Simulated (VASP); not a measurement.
Input:

```yaml
crystal:
  lattice:
    - [0.00000, 2.38903, 2.38903]
    - [2.38903, 0.00000, 2.38903]
    - [2.38903, 2.38903, 0.00000]
  atoms:
    - { symbol: B, position: [0.00000, 0.00000, 0.00000] }
    - { symbol: As, position: [0.25000, 0.25000, 0.25000] }
```

Computed with PBEsol GGA, VASP's PBE PAW potentials (set 64) (plane waves; VASP 6.6.1). Run with 520 eV cut-off, Gaussian smearing of 0.050 eV, potentials B As.

**Question.** Predict the band gap (along the path) with the smallest direct gap where there is one.

**Answer.** 
```
Item                                   Result
------------------------------------  -------
band gap (along the path)             1.08 eV
smallest direct gap (along the path)  3.24 eV
```

The absolute energy has meaning only against runs of the same code, potentials and settings.

The structure was generated: BAs was put into the zinc blende type (F-43m), which need not be its known phase. It was relaxed first, which changed the volume by +6 %.
